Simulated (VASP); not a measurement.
Input:

```
MgO
1.0
    0.00000     2.16509     2.16509
    2.16509     0.00000     2.16509
    2.16509     2.16509     0.00000
Mg O
1 1
Direct
  0.00000   0.00000   0.00000
  0.50000   0.50000   0.50000
```

Method: PBE GGA, VASP's PBE PAW potentials (set 64) (plane waves; VASP 6.6.1). Numerical set-up: 520 eV cut-off, 11×11×11 Γ-centred mesh, Gaussian smearing of 0.050 eV, potentials Mg O.

Give the stress tensor in GPa (positive for a compressed cell).

```
-7.87   0.00   0.00
 0.00  -7.87   0.00
 0.00   0.00  -7.87
```
The pressure is its mean diagonal, -7.87 GPa.

The compound is MgO in the rock salt structure. This cell is one point of a volume scan, at 1.06 of the reference volume.
